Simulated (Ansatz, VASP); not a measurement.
# H146C36O37: VASP beside Ansatz

Aim: how closely do two programs agree when they are given the same cell, functional and k mesh? The cell is taken from a series of runs on this material, whose earlier steps may have relaxed, scaled, displaced or heated it; both programs get it as it stands.

Program: Ansatz 0.2.0. Level of theory: plane waves, with VASP 6.6.1 beside it; single point at LDA. Results are calculated unless marked as measured.

## 1. The structure

The cell holds 219 atoms: 36 C, 37 O and 146 H. Cell: a = 13.532 Å, b = 13.532 Å, c = 13.532 Å, α = 90.0°, β = 90.0°, γ = 90.0°.

## 2. Ansatz: single point, LDA

Ansatz runs on its default PAW (the set named soft_2) files.

A single point gives forces, pressure and levels at one fixed geometry, so differences don't come from the geometry; what else differs is listed under the comparison.

input.yaml reads:

```yaml
crystal:
  lattice:
    - [13.53248, 0.0, 0.0]
    - [0.0, 13.53248, 0.0]
    - [0.0, 0.0, 13.53248]
  atoms:
    - { symbol: C, position: [0.15722, 0.26733, 0.64451] }
    - { symbol: C, position: [0.07125, 0.19847, 0.65695] }
    - { symbol: O, position: [0.11044, 0.10438, 0.67778] }
    - { symbol: C, position: [0.03057, 0.04167, 0.7111] }
    - { symbol: C, position: [0.08486, 0.946, 0.73228] }
    - { symbol: H, position: [0.21028, 0.23848, 0.59049] }
    - { symbol: H, position: [0.20169, 0.2735, 0.71351] }
    - { symbol: H, position: [0.13904, 0.34419, 0.61669] }
    - { symbol: H, position: [0.0252, 0.22863, 0.7187] }
    - { symbol: H, position: [0.02228, 0.18701, 0.59751] }
    - { symbol: H, position: [0.00621, 0.07398, 0.78264] }
    - { symbol: H, position: [0.97906, 0.02768, 0.65201] }
    - { symbol: H, position: [0.12429, 0.9179, 0.66341] }
    - { symbol: H, position: [0.14261, 0.96464, 0.7898] }
    - { symbol: H, position: [0.03449, 0.88853, 0.76174] }
    - { symbol: C, position: [0.68896, 0.13672, 0.94671] }
    - { symbol: C, position: [0.74832, 0.12346, 0.03655] }
    - { symbol: O, position: [0.76559, 0.2183, 0.09076] }
    - { symbol: C, position: [0.80827, 0.29577, 0.03656] }
    - { symbol: C, position: [0.86505, 0.36282, 0.11097] }
    - { symbol: H, position: [0.74317, 0.1584, 0.89155] }
    - { symbol: H, position: [0.63373, 0.1908, 0.95717] }
    - { symbol: H, position: [0.64936, 0.06473, 0.931] }
    - { symbol: H, position: [0.71086, 0.07011, 0.0807] }
    - { symbol: H, position: [0.81561, 0.08479, 0.01699] }
    - { symbol: H, position: [0.86883, 0.26728, 0.9944] }
    - { symbol: H, position: [0.76136, 0.34505, 0.99846] }
    - { symbol: H, position: [0.90218, 0.30639, 0.15312] }
    - { symbol: H, position: [0.92391, 0.40213, 0.07268] }
    - { symbol: H, position: [0.81808, 0.41192, 0.14665] }
[... 183 atom lines left out ...]
    - { symbol: O, position: [0.29089, 0.04288, 0.60459] }
    - { symbol: H, position: [0.29076, 0.02003, 0.53432] }
    - { symbol: H, position: [0.24319, 0.09878, 0.61241] }
    - { symbol: O, position: [0.22498, 0.99153, 0.20374] }
    - { symbol: H, position: [0.29382, 0.01366, 0.21896] }
    - { symbol: H, position: [0.22665, 0.94142, 0.14945] }
kpoints:
  mp_grid: { grid: [1, 1, 1] }
hamiltonian:
  xc: lda
scf:
  occupations: { method: gaussian, width: 0.05 }
output:
  forces: true
  stress: true
  populations: true
  dos:
    method: { smearing: { sigma: 0.15 } }
    de: 0.1
    projected: { site_lists: { C: [C], H: [H], O: [O] } }
  eigenvalues: true
  write_density: true
  write_potential: true
  volumetric_format: npy
```

The run is started by

```
$ ansatz run input.yaml --threads 8 --pin off --max-ram 15872MiB --backend cpu --events-out ev --progress --plain --runs-dir out
```

Numbers of over 12 decimals in the logs are rounded to 6 here.

Output:

```text
Engine: ansatz 0.2.0, x86_64-unknown-linux-gnu
Pseudopotentials: kind: paw
Pseudopotential: C, paw, valence charge 4, recommended cutoff 420 eV (normal), C.paw.azcp
Pseudopotential: O, paw, valence charge 6, recommended cutoff 420 eV (normal), O.paw.azcp
Pseudopotential: H, paw, valence charge 1, recommended cutoff 420 eV (normal), H.paw.azcp
Functional definition: SPW92
  exchange = slater_x
  correlation = pw_c
Crystal: 219 atoms, lattice volume = 2478.176 Å³
Basis set: ecut = 420 eV, 48489 PW (Γ)
Bands: 475, of which v1, the nominal top of the filled ones, is band 256 counted from 1 (255 counted from 0)
Symmetry: 1 space group operations
Space group: P1 (ITA 1), of the structure as read, at distance tolerance 1.4e-4 Å
k-points: 1
Non-local potential: C, projectors of the file, l = 0: 2, l = 1: 2, l = 2: 1
Non-local potential: O, projectors of the file, l = 0: 2, l = 1: 2, l = 2: 1
Non-local potential: H, projectors of the file, l = 0: 2, l = 1: 1
PAW form: soft (Blöchl's): semilocal exchange-correlation on the pseudo side does not see the compensation charge
PAW frozen core: C, regenerated for the run's functional, and the local potential with it (the file was generated under x = pbe(κ = 0.804, μ = 0.219515), c = pbe(β = 0.066725))
PAW frozen core: O, regenerated for the run's functional, and the local potential with it (the file was generated under x = pbe(κ = 0.804, μ = 0.219515), c = pbe(β = 0.066725))
PAW one-centre angular grid: C, 110 points (default); XC on 64 Gauss nodes
PAW one-centre angular grid: O, 110 points (default); XC on 64 Gauss nodes
PAW one-centre angular grid: H, 110 points (default); XC on 64 Gauss nodes
Initial density: superposition of atomic densities (neutral atoms: chi_scale 0, normalization atom), corrected by the library's trained network
Initial wavefunctions: pseudopotential atomic-orbital guess
Functional: x = slater, c = lda
SCF iter   1: F=—  HF=-31579.101697 eV  |F-HF|=—  |Δ(HF+E_count)|=         —  Δρ=8.91e-3  dr2=1.77e0  ethr=1.77e-3  ⟨swp⟩=6.0  Hψ=2224  notcnv=0  defer=79
preconditioner: auto → Resta (q_TF=auto, 2.098 Å⁻¹)  ε∞=2.1  [insulator: Δε(μ)=4.048 eV  Ē_g=15.717 eV  σ=0.050 eV  W_gap=1.00  n_scr=388 (ndim 8)  ℏωp=16.7 eV  f_vac=0.320  D(μ)=0.00/eV (n_scr^D=0)  ε∞_Penn≈2.1]
SCF iter   2: F=—  HF=-31578.605511 eV  |F-HF|=—  |Δ(HF+E_count)|=   4.96e-1  Δρ=3.75e-3  dr2=3.01e-1  ethr=3.46e-4  ⟨swp⟩=3.0  Hψ=810  notcnv=0  defer=212
SCF iter   3: F=—  HF=-31578.535031 eV  |F-HF|=—  |Δ(HF+E_count)|=   7.05e-2  Δρ=1.56e-3  dr2=7.58e-2  ethr=5.87e-5  ⟨swp⟩=2.0  Hψ=526  notcnv=0  defer=212
SCF iter   4: F=—  HF=-31578.523738 eV  |F-HF|=—  |Δ(HF+E_count)|=   1.13e-2  Δρ=5.53e-4  dr2=1.02e-2  ethr=1.48e-5  ⟨swp⟩=2.0  Hψ=802  notcnv=0  defer=212
SCF iter   5: F=—  HF=-31578.524681 eV  |F-HF|=—  |Δ(HF+E_count)|=   9.42e-4  Δρ=2.11e-4  dr2=1.55e-3  ethr=1.99e-6  ⟨swp⟩=2.0  Hψ=519  notcnv=0  defer=212
SCF iter   6: F=—  HF=-31578.525732 eV  |F-HF|=—  |Δ(HF+E_count)|=   1.05e-3  Δρ=1.49e-4  dr2=4.23e-4  ethr=3.03e-7  ⟨swp⟩=2.0  Hψ=519  notcnv=0  defer=212
SCF iter   7: F=—  HF=-31578.525743 eV  |F-HF|=—  |Δ(HF+E_count)|=   1.07e-5  Δρ=2.66e-5  dr2=2.15e-5  ethr=8.26e-8  ⟨swp⟩=2.0  Hψ=514  notcnv=0  defer=212
SCF iter   8: F=—  HF=-31578.526162 eV  |F-HF|=—  |Δ(HF+E_count)|=   4.19e-4  Δρ=1.11e-5  dr2=3.48e-6  ethr=4.20e-9  ⟨swp⟩=2.0  Hψ=727  notcnv=0  defer=212
SCF iter   9: F=—  HF=-31578.526169 eV  |F-HF|=—  |Δ(HF+E_count)|=   6.77e-6  Δρ=6.26e-6  dr2=9.31e-7  ethr=6.80e-10  ⟨swp⟩=2.0  Hψ=519  notcnv=0  defer=212
SCF iter  10: F=-31578.526170 eV  HF=-31578.526170 eV  |F-HF|=3.77e-7  |Δ(HF+E_count)|=   1.28e-6  Δρ=1.34e-6  dr2=7.76e-8  ethr=1.95e-11  ⟨swp⟩=19.0  Hψ=4434  notcnv=0
SCF 1 converged in 10 iterations: F = -31578.526170 eV  dr2 = 7.76e-8
  greatest PAW one-centre occupation: 0.860 electrons in one spin orbital (limit 2), on the O atom at site 77 (counted from 0), in its partial waves of l = 0
SCF converged after 10 iterations
Free energy (F): -31578.526170 eV
Harris-Foulkes:  -31578.526170 eV  (|F-HF|=3.77e-7)
Internal energy: -31578.526170 eV  (E = F + TS)
E sigma→0 (E₀):  -31578.526170 eV
Fermi energy:    -0.224388 eV
--- Per-component energies (eV) ---
  E_band       = -4786.018197
  E_kinetic    = 11707.572934
  E_local      = -44488.774497  (includes V_loc(G=0)·N_el)
  E_nonlocal   = 3114.906705
  E_hartree    = 16909.862985
  E_xc         = -5620.701923
  E_vxc        = -7180.211939  (∫ρ·V_xc dr)
  E_paw        = -8849.359243  (= ΣΔE_a)
  E_vpaw       = -1759.139557  (= ΣTr[D̂ρ^β])
  E_aug_tail   = -0.087646  (compensation charges beyond the density's cutoff)
  E_ewald      = -4357.793550
  E_core_change = 5.848065  (= ΣΔE_core)
  E_smearing   = -0.000000  (= −TS)
  E_closure    = 0.000000  (closes the sum)
  Σ components = -31578.526170   (vs F -31578.526170, Δ=0.00e0)
--- Forces (eV/Å), atoms counted from 1 ---
[...]
--- Löwdin populations: 219 sites ---
  site symbol       q [e]
     0      C      4.4778
     1      C      4.0789
     2      O      6.3336
     3      C      4.0767
     4      C      4.4653
     5      H      0.8250
     6      H      0.8009
     7      H      0.7993
     8      H      0.8367
     9      H      0.8128
    10      H      0.8249
    11      H      0.8056
    12      H      0.8010
    13      H      0.8118
    14      H      0.8117
    15      C      4.5094
    16      C      4.0955
    17      O      6.3175
    18      C      4.0981
    19      C      4.4986
    20      H      0.8016
    21      H      0.7724
    22      H      0.7928
    23      H      0.7772
[...]
211      H      0.6032
   212      H      0.6240
   213      O      6.6972
   214      H      0.6148
   215      H      0.6152
   216      O      6.7629
   217      H      0.6346
   218      H      0.6231
  spilling = 0.011988 (of n_electrons = 512.000000)
```

## 3. VASP: single point, LDA

The same cell, functional (in two slightly different forms), mesh and smearing now go to VASP, with its own data sets.

Lines of VASP's logs that name or quote its potential files are left out, and so is its time.

INCAR reads:

```
SYSTEM = H146C36O37
PREC = Accurate
ENCUT = 600
EDIFF = 1E-06
NELM = 120
ISMEAR = 0
SIGMA = 0.05
LREAL = Auto
ALGO = Normal
GGA = CA
NBANDS = 409
LORBIT = 11
LWAVE = .FALSE.
LCHARG = .FALSE.
ISIF = 2
LASPH = .TRUE.
GGA_COMPAT = .FALSE.
EFERMI = MIDGAP
```

POSCAR reads:

```
H146C36O37
1.0
   13.5324800000      0.0000000000      0.0000000000
    0.0000000000     13.5324800000      0.0000000000
    0.0000000000      0.0000000000     13.5324800000
C O H
36 37 146
Direct
    0.1572200000      0.2673300000      0.6445100000
    0.0712500000      0.1984700000      0.6569500000
    0.0305700000      0.0416700000      0.7111000000
    0.0848600000      0.9460000000      0.7322800000
    0.6889600000      0.1367200000      0.9467100000
    0.7483200000      0.1234600000      0.0365500000
    0.8082700000      0.2957700000      0.0365600000
    0.8650500000      0.3628200000      0.1109700000
    0.6858400000      0.6416500000      0.3394100000
    0.7629300000      0.6049700000      0.4127300000
    0.8828200000      0.6495700000      0.5222500000
    0.9320200000      0.7396100000      0.5717300000
    0.3676800000      0.7226400000      0.3209000000
    0.2692000000      0.7189600000      0.3694000000
    0.1565800000      0.6029000000      0.4267300000
    0.1212300000      0.5023600000      0.4051500000
    0.1411200000      0.5203300000      0.0498500000
    0.1054400000      0.4895200000      0.9512200000
    0.1289600000      0.3229900000      0.9782400000
    0.1952000000      0.2340200000      0.9566200000
    0.9873700000      0.9255800000      0.0235800000
    0.9725100000      0.8638900000      0.1169700000
    0.9208100000      0.7167400000      0.1723200000
    0.8708500000      0.6219200000      0.1341400000
    0.1532100000      0.2350900000      0.3178200000
    0.0995600000      0.1545600000      0.3669200000
    0.9253300000      0.1348000000      0.3970400000
    0.8872500000      0.1078700000      0.2964700000
    0.3717400000      0.3848700000      0.4932500000
    0.4222400000      0.2983400000      0.4462900000
[... 183 atom lines left out ...]
    0.6339900000      0.2628800000      0.2614200000
    0.6599100000      0.2663400000      0.1436200000
    0.2907600000      0.0200300000      0.5343200000
    0.2431900000      0.0987800000      0.6124100000
    0.2938200000      0.0136600000      0.2189600000
    0.2266500000      0.9414200000      0.1494500000
```

KPOINTS reads:

```
Automatic mesh
0
Gamma
1 1 1
0 0 0
```

The projector-augmented-wave data sets are C, O and H (LDA family, release 64).

The run is started by

```
$ export OMP_NUM_THREADS=4
$ mpirun -np 1 vasp_gam
```

Output:

```text
[banner, memory and clock lines left out]
running    1 mpi-ranks, on    1 nodes
[...]
Offloading initialized ...    1 GPUs detected
[...]
LDA part: xc-table for (Slater(with rela. corr.)+CA(PZ))
 , standard interpolation
 POSCAR, INCAR and KPOINTS ok, starting setup
[...]
entering main loop
       N       E                     dE             d eps       ncg     rms          rms(c)
DAV:   1     0.392973902412E+04    0.39297E+04   -0.27467E+05   842   0.126E+03
DAV:   2    -0.765187350174E+03   -0.46949E+04   -0.44332E+04  1051   0.281E+02
DAV:   3    -0.130241516816E+04   -0.53723E+03   -0.53277E+03  1028   0.972E+01
DAV:   4    -0.131522073957E+04   -0.12806E+02   -0.12761E+02  1020   0.169E+01
[...]
DAV:  19    -0.118388913888E+04   -0.76879E-05   -0.20091E-05  1020   0.934E-03    0.450E-03
DAV:  20    -0.118388914372E+04   -0.48402E-05   -0.66187E-06   948   0.457E-03    0.405E-03
DAV:  21    -0.118388914455E+04   -0.82613E-06   -0.99520E-07   772   0.297E-03
   1 F= -.11838891E+04 E0= -.11838891E+04  d E =0.000000E+00
```

Parts of OUTCAR (step 3):

```text
  FREE ENERGIE OF THE ION-ELECTRON SYSTEM (eV)
  ---------------------------------------------------
  free  energy   TOTEN  =     -1183.8891445471 eV

  energy  without entropy=    -1183.8891445471  energy(sigma->0) =    -1183.88914455
```

The run ends at a pressure of -0.33 GPa, with forces up to 4.8 eV/Å.

## 4. Differences

Known differences besides the potentials themselves: the two LDA forms differ slightly; the cutoff is 420 eV in Ansatz and 600 eV in VASP (PREC = Accurate, projectors in real space); VASP's log shows a relativistic correction to its local exchange, Ansatz's none. Total energies have different zeros and are not compared.

The two programs side by side:

| quantity | Ansatz | VASP | difference |
| --- | --- | --- | --- |
| pressure (GPa) | -0.47 | -0.33 | -0.14 |
| gap on the k mesh (eV) | 3.505 | 3.494 | +0.012 |

Forces on 10 of the 219 atoms, those with the largest forces and the largest differences (eV/Å; atoms numbered as in POSCAR):

| atom | Ansatz x, y, z | VASP x, y, z |
| --- | --- | --- |
| C3 | 3.309, -0.682, 0.595 | 3.195, -0.777, 0.638 |
| C12 | -1.978, -0.614, -4.419 | -1.955, -0.621, -4.384 |
| C18 | -0.195, 0.882, 1.118 | -0.306, 1.083, 1.130 |
| C23 | -3.500, -2.026, -0.048 | -3.511, -2.176, 0.125 |
| C33 | -1.322, 0.148, -3.422 | -1.305, 0.145, -3.399 |
| C35 | -2.565, 2.106, 1.181 | -2.518, 2.112, 1.050 |
| O41 | 0.393, -3.044, -1.198 | 0.561, -3.105, -1.333 |
| O42 | -0.163, 1.805, -0.616 | -0.236, 1.787, -0.840 |
| O44 | 0.985, -0.053, 1.101 | 1.238, -0.014, 1.064 |
| H156 | 1.381, -0.056, 3.564 | 1.394, -0.060, 3.587 |

The forces differ by 66 meV/Å r.m.s., which is 7.8 % of the r.m.s. force of 0.839 eV/Å (both taken over all components). A gap on the mesh is an upper bound, since the band edges may lie between its points.

## 5. What came out

* r.m.s. force difference (single point, LDA): 7.8 % of the r.m.s. force

The r.m.s. force difference is 7.8 % of the r.m.s. force (single point, LDA), beyond the 3 % picked in this series as the mark of a large difference. What causes the difference of the single point, LDA pair stays open here. Such differences can come from data sets, numerical settings and the points named under the comparisons, not from the functional's error against experiment.

[Lines on the potential files, build, host, timing and source positions are cut from VASP's logs without a mark.]

[Logs are printed without paths, hosts, clocks, repeated set-up lines and the standing remarks that a program may print on its own settings, such as how far it seeks lower states.]

[Hosts, paths, dates, database ids (printed as entryN), source tags and the programs' standing remarks are cut or masked in the printed files.]
